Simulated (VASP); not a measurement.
Li (bcc): the bulk modulus from VASP (plane waves, PAW) at several levels of theory. Static lattice, third-order Birch-Murnaghan fit over five volumes.

```json
[
 {"level": "LDA", "bulk modulus (GPa)": "15.0", "error against measurement": "+8.8 %"},
 {"level": "PBE", "bulk modulus (GPa)": "13.8", "error against measurement": "+0.1 %"},
 {"level": "PBEsol", "bulk modulus (GPa)": "13.6", "error against measurement": "-1.7 %"}
]
```

Measured: 13.8 GPa at 0 K (as given by H. Levämäki et al., Physical Review B (2014), arXiv:1402.3671; corrected for temperature and zero-point phonon effects).

The cell of the LDA run:

```xyz
1
Lattice="-1.6816 1.6816 1.6816 1.6816 -1.6816 1.6816 1.6816 1.6816 -1.6816" Properties=species:S:1:pos:R:3 pbc="T T T"
Li     0.0000     0.0000     0.0000
```

Only levels that ran to the end are used. Left out are those held back, those with too coarse a band path, GW runs whose mesh misses a band edge, hybrids' fits of cells that aren't cubic and levels without matching references; a question may draw on a part of the rest.

The compound is Li in the bcc structure.
